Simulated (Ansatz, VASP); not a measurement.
**H: VASP beside Ansatz**

Wanted: the spread between two codes on one cell, functional and k mesh. The two relaxations start from unlike cells of this crystal (the structure described is Ansatz's start), so only their ends are compared.

Calculated with Ansatz 0.2.0; plane waves, with VASP 6.6.1 beside it; relaxation of cell and atoms at LDA.

## 1. Set-up

It takes space group Fm-3m (No. 225, cubic). Conventional cell: a = 4.660 Å, b = 4.660 Å, c = 4.660 Å, α = 90.00°, β = 90.00°, γ = 90.00°. H has 12 H at 3.29 Å nearest.

## 2. Ansatz: relaxation of cell and atoms, LDA

Ansatz runs on its default PAW (the set named soft_2) files.

The relaxed volume is the usual yardstick between codes: in a stiff, nearly cubic crystal its relative difference is about their pressure difference at one cell divided by the bulk modulus.

File input.yaml:

```yaml
crystal:
  lattice:
    - [-2.3297961901, 0.0, 2.3297961901]
    - [0.0, 2.3297961901, 2.3297961901]
    - [-2.3297961901, 2.3297961901, 0.0]
  atoms:
    - { symbol: H, position: [0.0, 0.0, 0.0], spin: 1.0 }
kpoints:
  mp_grid: { grid: [8, 8, 8] }
hamiltonian:
  xc: lda
scf:
  occupations: { method: gaussian, width: 0.02 }
output:
  forces: true
  stress: true
  eigenvalues: true
  populations: true
  write_density: true
  write_potential: true
  elf: true
  volumetric_format: npy
magnetization:
  spin_polarized: true
relax:
  adjacent_minimum: "off"
  f_tol: 0.005
  max_steps: 80
  cell: { stress_tol: 0.05 }
```

Launch:

```bash
$ ansatz run input.yaml --threads 4 --pin off --max-ram 9216MiB --backend cpu --events-out ev --progress --plain --runs-dir out
```

Numbers of over 12 decimals in the logs are rounded to 6 here.

Log:

```text
Engine: ansatz 0.2.0, x86_64-unknown-linux-gnu
Pseudopotentials: kind: paw
Pseudopotential: H, paw, valence charge 1, recommended cutoff 420 eV (normal), H.paw.azcp
Functional definition: SPW92
  exchange = slater_x
  correlation = pw_c
Crystal: 1 atoms, lattice volume = 25.292 Å³
Basis set: ecut = 420 eV, 531 PW (Γ)
Bands: 5, of which v1, the nominal top of the filled ones, is band 1 counted from 1 (0 counted from 0)
Symmetry: 48 space group operations
Space group: Fm-3m (ITA 225), of the structure as read, at distance tolerance 2.9e-5 Å
Magnetic group: BNS 225.116 (UNI 1618), of the structure as read, at distance tolerance 2.9e-5 Å
k-points: 29 of 512
Non-local potential: H, projectors of the file, l = 0: 2, l = 1: 1
PAW form: soft (Blöchl's): semilocal exchange-correlation on the pseudo side does not see the compensation charge
PAW one-centre angular grid: H, 110 points (default); XC on 64 Gauss nodes
Initial density: superposition of atomic densities (chi_scale 0.1, normalization cell)
Starting moments: Σ|m| = 1 μB on 1 of 1 site
Initial wavefunctions: pseudopotential atomic-orbital guess
Functional: x = slater, c = lda
iter 1 solved again at ethr=1.75e-4 eV; its pass at ethr=3.10e-3 eV (dr2=1.75e-3 eV) is discarded
SCF iter   1: F=—  HF=-13.051426 eV  |F-HF|=—  |Δ(HF+E_count)|=         —  Δρ=4.89e-3 (↑4.89e-3 ↓2.36e-3)  dr2=1.72e-3  dr2_m=3.01e-3  M=1.000 μB ∫|m|=1.000 μB  β_m=1.00  ethr=1.75e-4  ⟨swp⟩=1.0  Hψ=3203  notcnv=0
preconditioner: auto → none  [insulator: Δε(μ)=0.081 eV  Ē_g=13.596 eV  σ=0.020 eV  W_gap=0.99  n_scr=0 (ndim 8)  ℏωp=7.4 eV  f_vac=0.000  D(μ)=0.00/eV (n_scr^D=0)  ε∞_Penn≈1.3]
SCF iter   2: F=—  HF=-13.060890 eV  |F-HF|=—  |Δ(HF+E_count)|=   9.46e-3  Δρ=2.11e-3 (↑2.11e-3 ↓2.21e-4)  dr2=1.10e-3  dr2_m=2.53e-4  M=1.000 μB ∫|m|=1.000 μB  β_m=1.00  ethr=1.72e-4  ⟨swp⟩=2.6  Hψ=673  notcnv=0
SCF iter   3: F=—  HF=-13.061040 eV  |F-HF|=—  |Δ(HF+E_count)|=   1.50e-4  Δρ=2.64e-4 (↑2.64e-4 ↓9.46e-18)  dr2=1.19e-5  dr2_m=4.04e-6  M=1.000 μB ∫|m|=1.000 μB  β_m=0.30  ethr=1.10e-4  ⟨swp⟩=2.3  Hψ=602  notcnv=0
SCF iter   4: F=—  HF=-13.061204 eV  |F-HF|=—  |Δ(HF+E_count)|=   1.64e-4  Δρ=5.09e-5 (↑5.09e-5 ↓1.65e-5)  dr2=2.46e-7  dr2_m=1.80e-7  M=1.000 μB ∫|m|=1.000 μB  β_m=1.00  ethr=1.19e-6  ⟨swp⟩=2.1  Hψ=599  notcnv=0
SCF iter   5: F=—  HF=-13.061321 eV  |F-HF|=—  |Δ(HF+E_count)|=   1.17e-4  Δρ=2.64e-5 (↑2.64e-5 ↓1.57e-5)  dr2=3.62e-7  dr2_m=9.29e-9  M=1.000 μB ∫|m|=1.000 μB  β_m=1.00  ethr=2.46e-8  ⟨swp⟩=3.4  Hψ=763  notcnv=0
SCF iter   6: F=—  HF=-13.061387 eV  |F-HF|=—  |Δ(HF+E_count)|=   6.63e-5  Δρ=7.50e-6 (↑7.50e-6 ↓1.19e-6)  dr2=5.80e-9  dr2_m=4.30e-9  M=1.000 μB ∫|m|=1.000 μB  β_m=0.30  ethr=1.00e-8  ⟨swp⟩=2.8  Hψ=1506  notcnv=0
Mixer restart at iter 6: flushing history
spin-set hold released at iteration 6 (site moments contracting): the magnetisation degrees of freedom join the quasi-Newton model from the next iteration; the mixer history was flushed
SCF iter   7: F=—  HF=-13.061424 eV  |F-HF|=—  |Δ(HF+E_count)|=   3.68e-5  Δρ=6.52e-6 (↑6.52e-6 ↓8.33e-7)  dr2=4.27e-9  dr2_m=3.07e-9  M=1.000 μB ∫|m|=1.000 μB  β_m=0.65  ethr=5.80e-10  ⟨swp⟩=2.1  Hψ=998  notcnv=0
iter 8 did not close the SCF: its close was put off for the exchange–correlation potential of the local minority spin (scf_convergence_deferred on its scf_iter line)
[...]
iter 13 did not close the SCF: its close was put off for the readings that it lacked (scf_convergence_deferred on its scf_iter line)
SCF iter  13: F=-13.061485 eV  HF=-13.061485 eV  |F-HF|=1.78e-15  |Δ(HF+E_count)|=  1.78e-15  Δρ=8.86e-12 (↑8.86e-12 ↓1.91e-16)  dr2=2.02e-20  dr2_m=4.55e-21  M=1.000 μB ∫|m|=1.000 μB  β_m=0.95  ethr=1.00e-12  ⟨swp⟩=1.0  Hψ=696  notcnv=0
iter 14 did not close the SCF: its close was put off for the readings that it lacked (scf_convergence_deferred on its scf_iter line)
SCF iter  14: F=-13.061485 eV  HF=-13.061485 eV  |F-HF|=3.55e-15  |Δ(HF+E_count)|=  5.33e-15  Δρ=7.45e-13 (↑7.45e-13 ↓8.59e-18)  dr2=1.29e-22  dr2_m=3.22e-23  M=1.000 μB ∫|m|=1.000 μB  β_m=0.96  ethr=1.00e-12  ⟨swp⟩=1.0  Hψ=696  notcnv=0
iter 15 did not close the SCF: its close was put off for the readings that it lacked (scf_convergence_deferred on its scf_iter line)
SCF iter  15: F=-13.061485 eV  HF=-13.061485 eV  |F-HF|=7.11e-15  |Δ(HF+E_count)|=    0.00e0  Δρ=1.14e-13 (↑1.14e-13 ↓6.74e-18)  dr2=1.73e-24  dr2_m=7.51e-25  M=1.000 μB ∫|m|=1.000 μB  β_m=0.92  ethr=1.00e-12  ⟨swp⟩=1.0  Hψ=696  notcnv=0
SCF iter  16: F=-13.061485 eV  HF=-13.061485 eV  |F-HF|=1.24e-14  |Δ(HF+E_count)|=  1.24e-14  Δρ=6.23e-15 (↑6.23e-15 ↓4.47e-18)  dr2=4.49e-27  dr2_m=2.25e-27  M=1.000 μB ∫|m|=1.000 μB  ethr=1.00e-12  ⟨swp⟩=1.0  Hψ=696  notcnv=0
SCF 1 converged in 16 iterations: F = -13.061485 eV  dr2 = 4.49e-27
  greatest PAW one-centre occupation: 0.432 electrons in one spin orbital (limit 2), on the H atom at site 0 (counted from 0), in its partial waves of l = 0
relax step   1: F+E_penalty+E_count = -13.06148538 eV  Δ(F+E_penalty+E_count) = +0.000e0 eV  max|allowed force component| = 0.000e0 eV/Å  Δτ_max = 0.0000 Å  P = -0.011 GPa  Ω = 25.292 Å³  (16 SCF iters, accepted)
Initial density: handed on by an earlier stage of this run
Starting moments: Σ|m| = 1 μB on 1 of 1 site; this step starts from the density that it was given
Initial wavefunctions: pseudopotential atomic-orbital guess (no wavefunctions were taken with the density)
iter 1 solved again at ethr=1.56e-8 eV; its pass at ethr=3.10e-3 eV (dr2=1.56e-7 eV) is discarded
SCF iter   1: F=—  HF=-13.061485 eV  |F-HF|=—  |Δ(HF+E_count)|=         —  Δρ=3.26e-8 (↑3.26e-8 ↓4.47e-18)  dr2=9.44e-14  dr2_m=6.15e-14  M=1.000 μB ∫|m|=1.000 μB  β_m=0.30  ethr=1.56e-8  ⟨swp⟩=2.3  Hψ=3291  notcnv=0
eigensolver tolerance schedule: the retry pair's looser diagonalisation over-reported the residual by 1656426.73 of it (diagonalisation noise at an unbounded share of the residual, at the tolerance the schedule requests for it); recorded, not acted on — ethr = c·dr2/N_el stays at c = 1.0e-1
preconditioner: auto → none  [insulator: Δε(μ)=1.159 eV  Ē_g=14.085 eV  σ=0.020 eV  W_gap=1.00  n_scr=0 (ndim 8)  ℏωp=7.4 eV  f_vac=0.000  D(μ)=0.00/eV (n_scr^D=0)  ε∞_Penn≈1.3]
SCF iter   2: F=-13.061485 eV  HF=-13.061485 eV  |F-HF|=1.24e-14  |Δ(HF+E_count)|=  3.41e-10  Δρ=1.01e-8 (↑1.01e-8 ↓5.99e-18)  dr2=9.77e-15  dr2_m=5.92e-15  M=1.000 μB ∫|m|=1.000 μB  ethr=1.00e-12  ⟨swp⟩=1.8  Hψ=767  notcnv=0
SCF 2 converged in 2 iterations: F = -13.061485 eV  dr2 = 9.77e-15
relax step   2: F+E_penalty+E_count = -13.06148538 eV  Δ(F+E_penalty+E_count) = +3.553e-15 eV  max|allowed force component| = 0.000e0 eV/Å  Δτ_max = 0.0000 Å  P = -0.011 GPa  Ω = 25.292 Å³  stress off target by 1.07e-2 GPa  SCF on the basis re-selected at this cell (its energy is not comparable with the rows above)  (2 SCF iters)
basis re-selected at this cell: Δ(F+E_penalty+E_count) = +3.553e-15 eV, ΔP = -0.000 GPa vs the last step (what re-selecting the basis moved, of the pressure what is left beyond the Pulay correction that the steps carried, after the strain that the cell walked since its last selection, with what the two solves' SCF thresholds leave and, on support functions, any second-order correction that the steps lacked; it is no  [...]
SCF converged after 2 iterations
Magnetization: 1.0000 μB (1.0000 up, 0.0000 down)
Absolute magnetization: 1.0000 μB (∫|ρ↑−ρ↓|, with the PAW one-centre terms)
Spin contamination: 0.0000 ħ² per cell (⟨S²⟩ above its minimum at these occupations)
Per-site moments (μB) at R_I (Å): [(0.911250, 1.359117)]
Free energy (F): -13.061485 eV
Harris-Foulkes:  -13.061485 eV  (|F-HF|=1.24e-14)
Internal energy: -13.061485 eV  (E = F + TS)
E sigma→0 (E₀):  -13.061485 eV
Fermi energy:    -4.900644 eV
--- Per-component energies (eV) ---
  E_band       = -6.303095
  E_kinetic    = 11.296128
  E_local      = -12.874265  (includes V_loc(G=0)·N_el)
  E_nonlocal   = 1.151258
  E_hartree    = 2.110098
  E_xc         = -7.292764
  E_vxc        = -9.616651  (∫ρ·V_xc dr)
  E_paw        = -0.366654  (= ΣΔE_a)
  E_vpaw       = -0.478827  (= ΣTr[D̂ρ^β])
  E_aug_tail   = -0.000934  (compensation charges beyond the density's cutoff)
  E_ewald      = -7.084352
  E_smearing   = -0.000000  (= −TS)
  E_closure    = -0.000000  (closes the sum)
  Σ components = -13.061485   (vs F -13.061485, Δ=0.00e0)
--- Forces (eV/Å), atoms counted from 1 ---
  atom   1  H      0.00000000     0.00000000    -0.00000000
  max |Σ_I F_I| component: 3.29e-32 eV/Å
--- Stress (GPa, compression-positive) ---
       -0.010660      -0.000000      -0.000000
        0.000000      -0.010660      -0.000000
        0.000000      -0.000000      -0.010660
  P = ⅓ Tr σ = -0.0107 GPa (-0.107 kbar)
--- Band table (eV; the first three rows and the last of 58) ---
  k-point 0 ↑: bands = ["-8.3010", "5.4921", "14.0662", "14.0662", "14.0662"]
  k-point 1 ↑: bands = ["-8.0730", "4.9177", "11.9056", "13.4401", "13.4401"]
  k-point 2 ↑: bands = ["-7.4412", "3.3889", "9.6764", "12.7415", "12.7415"]
  k-point 28 ↓: bands = ["0.3256", "6.0874", "6.0874", "6.4748", "17.1006"]
--- Relaxed structure (1 steps of the walk, 1 accepted, 1 SCFs on fresh bases) ---
  F+E_penalty+E_count = -13.06148538 eV   max|allowed force component| = 0.000e0 eV/Å   (the final SCF, on the basis selected at the relaxed cell)
  cell:  # Å, volume = 25.2920 Å³
    - [-2.3297961901, 0.0, 2.3297961901]
    - [0.0, 2.3297961901, 2.3297961901]
    - [-2.3297961901, 2.3297961901, 0.0]
  atoms:
    - { symbol: H, position: [0.0, 0.0, 0.0] }
--- Löwdin populations: 1 site ---
  site symbol       q [e]    m [muB]
     0      H      0.9991     0.9991
  spilling = 0.000926 (of n_electrons = 1.000000)
```

## 3. VASP: relaxation of cell and atoms, LDA

Its own start cell and the same functional (in two slightly different forms), mesh and smearing now go to VASP, with its own data sets.

Lines of VASP's logs that name or quote its potential files are left out, and so is its time.

File INCAR:

```
SYSTEM = H
PREC = Accurate
ENCUT = 500
EDIFF = 1E-07
NELM = 200
ISMEAR = 0
SIGMA = 0.02
LREAL = .FALSE.
ALGO = Normal
GGA = CA
NBANDS = 8
ISPIN = 2
MAGMOM = 0.91
LORBIT = 11
LWAVE = .FALSE.
LCHARG = .FALSE.
ISIF = 3
IBRION = 2
NSW = 80
EDIFFG = -0.005
LASPH = .TRUE.
GGA_COMPAT = .FALSE.
NELMIN = 4
```

File POSCAR:

```
H
1.0
   -2.2962346680      0.0000000000      2.2962346680
    0.0000000000      2.2962346680      2.2962346680
   -2.2962346680      2.2962346680      0.0000000000
H
1
Direct
    0.0000000000      0.0000000000      0.0000000000
```

File KPOINTS:

```
Automatic mesh
0
Gamma
8 8 8
0 0 0
```

PAW data sets: H (LDA family, release 64).

Launch:

```bash
$ mpirun -np 1 vasp_std
```

Log:

```text
[banner, memory and clock lines left out]
running    1 mpi-ranks, on    1 nodes
 distrk:  each k-point on    1 cores,    1 groups
 distr:  one band on    1 cores,    1 groups

 POSCAR found type information on POSCAR H
 POSCAR found :  1 types and       1 ions
 LDA part: xc-table for (Slater(with rela. corr.)+CA(PZ))
 , standard interpolation
 POSCAR, INCAR and KPOINTS ok, starting setup
 FFT: planning ... GRIDC
 FFT: planning ... GRID_SOFT
 FFT: planning ... GRID
 WAVECAR not read
 entering main loop
       N       E                     dE             d eps       ncg     rms          rms(c)
DAV:   1    -0.852255238209E+00   -0.85226E+00   -0.10107E+02   928   0.372E+01
DAV:   2    -0.906633616374E+00   -0.54378E-01   -0.54378E-01  1200   0.269E+00
DAV:   3    -0.906674532940E+00   -0.40917E-04   -0.40917E-04  1096   0.792E-02
DAV:   4    -0.906674551011E+00   -0.18070E-07   -0.17865E-07  1376   0.160E-03
DAV:   5    -0.906674551425E+00   -0.41449E-09   -0.49102E-11  1120   0.151E-05    0.788E-01
DAV:   6    -0.710590256885E+00    0.19608E+00   -0.32097E-03   960   0.664E-02    0.376E-01
DAV:   7    -0.904789991637E+00   -0.19420E+00   -0.15786E-04  1120   0.270E-02    0.186E-01
DAV:   8    -0.922580185327E+00   -0.17790E-01   -0.74242E-04  1040   0.486E-02    0.743E-02
DAV:   9    -0.928909617056E+00   -0.63294E-02   -0.27405E-05  1040   0.152E-02    0.154E-02
DAV:  10    -0.932650946051E+00   -0.37413E-02   -0.11810E-05  1008   0.621E-03    0.187E-02
DAV:  11    -0.933449469367E+00   -0.79852E-03   -0.89021E-07  1016   0.209E-03    0.579E-03
DAV:  12    -0.933413818961E+00    0.35650E-04   -0.23468E-07  1032   0.996E-04    0.365E-04
DAV:  13    -0.933424561028E+00   -0.10742E-04   -0.31040E-09   832   0.199E-04    0.160E-04
DAV:  14    -0.933458709566E+00   -0.34149E-04   -0.24988E-10   752   0.437E-05    0.210E-04
DAV:  15    -0.933458659960E+00    0.49606E-07   -0.28570E-10   832   0.332E-05
   1 F= -.93345866E+00 E0= -.93345866E+00  d E =-.933459E+00  mag=     1.0000
 curvature:   0.00 expect dE= 0.000E+00 dE for cont linesearch  0.000E+00
 trial: gam= 0.00000 g(F)=  0.280E-70 g(S)=  0.381E-05 ort = 0.000E+00 (trialstep = 0.100E+01)
 search vector abs. value=  0.381E-05
 bond charge predicted
       N       E                     dE             d eps       ncg     rms          rms(c)
DAV:   1    -0.933460520255E+00   -0.18107E-05   -0.90360E-06   928   0.920E-03    0.307E-03
DAV:   2    -0.933248428381E+00    0.21209E-03   -0.61059E-08   832   0.714E-04    0.179E-03
DAV:   3    -0.933340449445E+00   -0.92021E-04   -0.14276E-07   928   0.877E-04    0.919E-04
DAV:   4    -0.933416527007E+00   -0.76078E-04   -0.34043E-09   744   0.101E-04    0.171E-04
DAV:   5    -0.933453456674E+00   -0.36930E-04   -0.29166E-10   736   0.469E-05    0.475E-05
DAV:   6    -0.933456968906E+00   -0.35122E-05   -0.94169E-11   504   0.247E-05    0.348E-05
DAV:   7    -0.933462567527E+00   -0.55986E-05   -0.13249E-12   720   0.418E-06    0.104E-05
DAV:   8    -0.933463101569E+00   -0.53404E-06   -0.92686E-14   464   0.112E-06    0.187E-06
DAV:   9    -0.933463076909E+00    0.24661E-07   -0.40471E-14   464   0.705E-07
   2 F= -.93346308E+00 E0= -.93346308E+00  d E =-.441695E-05  mag=     1.0000
 ZBRENT: can't locate minimum, use default step
 trial-energy change:   -0.000004  1 .order   -0.000004   -0.000004   -0.000004
 step:   4.0000(harm= 25.9832)  dis= 0.00000  next Energy=    -0.933508 (dE=-0.495E-04)
 reached required accuracy - stopping structural energy minimisation
```

OUTCAR, selected parts (step 3):

```text
ion  position               nearest neighbor table
   1  0.000  0.000  0.000-

  LATTYP: Found a face centered cubic cell.
 ALAT       =     4.5924693360

 Subroutine GETGRP returns: Found 48 space group operations
 (whereof 48 operations were pure point group operations)

The static configuration has the point symmetry O_h .

 Found     29 irreducible k-points:

   k-points           NKPTS =     29   k-points in BZ     NKDIM =     29   number of bands    NBANDS=      8

   dimension x,y,z NGX =    24 NGY =   24 NGZ =   24
   dimension x,y,z NGXF=    48 NGYF=   48 NGZF=   48

   ENCUT  =  500.0 eV  36.75 Ry    6.06 a.u.   5.92  5.92  5.92*2*pi/ulx,y,z

   NELECT =       1.0000    total number of electrons

 k-points in reciprocal lattice and weights: Automatic mesh
   0.00000000  0.00000000  0.00000000       0.002
   0.12500000  0.00000000  0.00000000       0.016
   0.25000000  0.00000000  0.00000000       0.016
   0.37500000  0.00000000  0.00000000       0.016
   0.50000000  0.00000000  0.00000000       0.008
   0.12500000  0.12500000  0.00000000       0.012
   0.25000000  0.12500000  0.00000000       0.047
   0.37500000  0.12500000  0.00000000       0.047
   0.50000000  0.12500000  0.00000000       0.047
[...]
-0.37500000  0.50000000  0.12500000       0.023
  -0.25000000  0.50000000  0.25000000       0.012

 average (electrostatic) potential at core
       1 -36.8391

 E-fermi :  -5.2923

 spin component 1
 k-point     1 :       0.0000    0.0000    0.0000
  band No.  band energies     occupation
      1      -8.4762      1.00000
      2       5.7672      0.00000
      3      14.4671      0.00000
      4      14.4671      0.00000
      5      14.4671      0.00000
      6      16.8032      0.00000
    ...

 k-point     2 :       0.1250    0.0000    0.0000
  band No.  band energies     occupation
      1      -8.2370      1.00000
      2       5.1528      0.00000
      3      12.2249      0.00000
      4      13.8132      0.00000
      5      13.8132      0.00000
      6      16.9066      0.00000
    ...

 k-point     3 :       0.2500    0.0000    0.0000
  band No.  band energies     occupation
      1      -7.5717      1.00000
      2       3.5194      0.00000
      3       9.9522      0.00000
      4      13.0909      0.00000
      5      13.0909      0.00000
      6      17.4294      0.00000
    ...

 k-point     4 :       0.3750    0.0000    0.0000
  band No.  band energies     occupation
      1      -6.7051      1.00000
      2       1.6608      0.00000
      3       8.8225      0.00000
      4      12.7848      0.00000
      5      12.7848      0.00000
      6      15.9230      0.00000
    ...

 k-point     5 :       0.5000    0.0000    0.0000
  band No.  band energies     occupation
      1      -6.2373      1.00000
      2       0.7929      0.00000
      3       8.4966      0.00000
      4      12.7476      0.00000
      5      12.7476      0.00000
      6      15.3276      0.00000
    ...

 k-point     6 :       0.1250    0.1250    0.0000
  band No.  band energies     occupation
      1      -8.1577      1.00000
      2       5.0566      0.00000
      3      12.4191      0.00000
      4      12.4191      0.00000
      5      14.0893      0.00000
      6      15.6604      0.00000
    ...

  Total       -0.0049327     -0.0049327     -0.0049327      0.0000000      0.0000000      0.0000000
  in kB       -0.3266159     -0.3266159     -0.3266159      0.0000000      0.0000000      0.0000000
  external PRESSURE =      -0.3266159 kB  Pullay stress =       0.0000000 kB

  energy-cutoff  :      500.00
  volume of cell :       24.20
      direct lattice vectors                 reciprocal lattice vectors
    -2.295666371  0.000000000  2.295666371    -0.217801683 -0.217801683  0.217801683
    -0.000000000  2.295666371  2.295666371     0.217801683  0.217801683  0.217801683
    -2.295666371  2.295666371  0.000000000    -0.217801683  0.217801683 -0.217801683

 POSITION                                       TOTAL-FORCE (eV/Angst)
 -----------------------------------------------------------------------------------
     -0.00000      2.29567      2.29567         0.000000     -0.000000     -0.000000
 -----------------------------------------------------------------------------------
    total drift:                               -0.000000      0.000000      0.000000

  FREE ENERGIE OF THE ION-ELECTRON SYSTEM (eV)
  ---------------------------------------------------
  free  energy   TOTEN  =        -0.9334630769 eV

  energy  without entropy=       -0.9334630769  energy(sigma->0) =       -0.93346308

 reached required accuracy - stopping structural energy minimisation

 total charge
# of ion       s       p       d       tot
------------------------------------------
    1        0.361   0.000   0.000   0.361

 magnetization (x)
# of ion       s       p       d       tot
------------------------------------------
    1        0.361   0.000   0.000   0.361

[... 6 further parts left out ...]
```

## 4. Comparison

Known differences besides the potentials themselves: VASP starts from the moments at which Ansatz ended; the two LDA forms differ slightly; the cutoff is 420 eV in Ansatz and 500 eV in VASP; VASP's log shows a relativistic correction to its local exchange, Ansatz's none; Ansatz adds a Pulay correction to the stress that steers its cell, VASP none; site moments are counted in spheres of each program's own size. Total energies have different zeros and are not compared.

Both answers:

```
                                         quantity  Ansatz   VASP  difference
                                      volume (Å³)   25.29  24.20     +4.53 %
edge a after relaxation, in the typed setting (Å)   3.295  3.247     +1.48 %
                                total moment (μB)    1.00   1.00        0.00
                                moment on H1 (μB)    0.91   0.36       +0.55
```

The total moments and the pattern agree; the site moments differ because the programs count them in spheres of different size.

## 5. What came out

| Quantity | Value |
| --- | --- |
| difference in volume (relaxation of cell and atoms, LDA) | 4.5 % |

The difference in volume is 4.5 % (relaxation of cell and atoms, LDA), beyond the 1.2 % picked in this series as the mark of a large difference, as far as the stopping tolerances let one tell. What causes the difference of the relaxation of cell and atoms, LDA pair stays open here. VASP runs on this material, other cells of it included, that failed, so that no pair exists: relaxation of cell and atoms, LDA (crashed). How closely two codes agree says nothing of how well the functional describes the real material.

[Lines on the potential files, build, host, timing and source positions are cut from VASP's logs without a mark.]

[Logs are printed without paths, hosts, clocks, repeated set-up lines and the standing remarks that a program may print on its own settings, such as how far it seeks lower states.]

[Hosts, paths, dates, database ids (printed as entryN), source tags and the programs' standing remarks are cut or masked in the printed files.]
